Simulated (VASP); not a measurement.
**CoGe (relaxed from the WC structure, space group P-6m2): computed properties**

All values below come from PBEsol GGA, VASP's PBE PAW potentials (set 64) (plane waves; VASP).

For CoGe, the space group is P-6m2 (187), the cell comes out as a = b = 2.853 Å, c = 3.499 Å, α = β = 90.00°, γ = 120.00° and the volume per atom is 12.33 Å³/atom. The band gap (over mesh and band path) is none (metal, semimetal or under 0.01 eV) and the density comes out as 8.86 g/cm³.

```yaml
crystal:
  lattice:
    - [2.85269, 0.00000, 0.00000]
    - [-1.42635, 2.47051, 0.00000]
    - [0.00000, 0.00000, 3.49861]
  atoms:
    - { symbol: Co, position: [0.00000, 0.00000, 0.00000] }
    - { symbol: Ge, position: [0.66667, 0.33333, 0.50000] }
```

The structure was generated: CoGe was put into the WC type (P-6m2), which need not be its known phase. It was relaxed first, which changed the volume by -10 %. Symmetry was kept, so distortions that lower it aren't found.
